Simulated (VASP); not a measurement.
Given:

```
CELL_PARAMETERS angstrom
      5.99194     0.00000     0.00000
      0.00000     5.99194     0.00000
      0.00000     0.00000     5.99194
ATOMIC_POSITIONS crystal
  Al 0.01497 0.98503 0.98503
  Al 0.48503 0.51497 0.98503
  Al 0.48503 0.98503 0.51497
  Al 0.01497 0.51497 0.51497
  Sb 0.25000 0.25000 0.25000
  Sb 0.75000 0.75000 0.25000
  Sb 0.75000 0.25000 0.75000
  P  0.25000 0.75000 0.75000
```

All values below come from PBEsol GGA, VASP's PBE PAW potentials (set 64) (plane waves; VASP). Run with 400 eV cut-off, 4×4×4 Γ-centred mesh, tetrahedra with Blöchl corrections, potentials Al Sb P.

Unless said otherwise, spin-orbit coupling is left out, though it shifts the bands of the heavy elements here.

**Question.** Predict the energy per atom (σ→0), band gap (on the k-mesh) with the smallest direct gap where there is one.

**Answer.** 
The band gap (on the k-mesh) is 0.79 eV and the smallest direct gap (on the k-mesh) is 0.87 eV. The energy per atom (σ→0) is -4.652 eV/atom.

The structure was generated: Al4PSb3 was put into an ordered model structure (P-43m), which need not be its known phase. It was relaxed first.
